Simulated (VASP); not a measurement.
HgTe (relaxed from the CsCl type structure, space group Pm-3m) relaxed at rising pressure, in one space group throughout; other phases were not tried. The pressures are those reached. Computed with PBEsol GGA, VASP's PBE PAW potentials (set 64) (plane waves; VASP).

```tsv
P (GPa)	V (Å³/atom)	k-mesh
0.05	25.620	10×10×10
4.98	23.908	10×10×10
9.95	22.708	10×10×10
19.96	21.031	11×11×11
29.91	19.860	11×11×11
```

A change of mesh leaves a small step in the series.

**Question.** Fit an equation of state and predict the volume at 45.14 GPa.

**Answer.** Least squares on the third-order Birch-Murnaghan form, P = (3B0/2)(y⁷ − y⁵)[1 + (3/4)(B′ − 4)(y² − 1)] with y = (V0/V)^(1/3), gives V0 = 25.636 Å³/atom, B0 = 60 GPa and B′ = 5.3, and so 18.573 Å³/atom. The run gave 18.527 Å³/atom, -0.2 % from the fit.

Pressures at which the relaxation failed are left out.

The structure was generated: HgTe was put into the CsCl type type (Pm-3m), which need not be its known phase.
